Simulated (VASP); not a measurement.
Consider the following.

```
CELL_PARAMETERS angstrom
      4.04303     0.00000     0.00000
      0.00000     4.04303     0.00000
      0.00000     0.00000     4.04303
ATOMIC_POSITIONS crystal
  Sc 0.00000 0.00000 0.00000
  Al 0.00000 0.50000 0.50000
  Al 0.50000 0.00000 0.50000
  Al 0.50000 0.50000 0.00000
```

These are SCAN meta-GGA, VASP's PBE PAW potentials (set 64) (plane waves; VASP) values and carry that method's errors. Numerical set-up: 520 eV cut-off, 8×8×8 Γ-centred mesh, first-order Methfessel-Paxton smearing of 0.10 eV, potentials Sc_sv Al.

### Question
Give the stress tensor in GPa (positive for a compressed cell).

### Answer

```
2.84  0.00  0.00
0.00  2.84  0.00
0.00  0.00  2.84
```
The pressure is its mean diagonal, 2.84 GPa.

The compound is Al3Sc in the L1_2 structure. This cell is one point of a volume scan, at 0.97 of the reference volume.
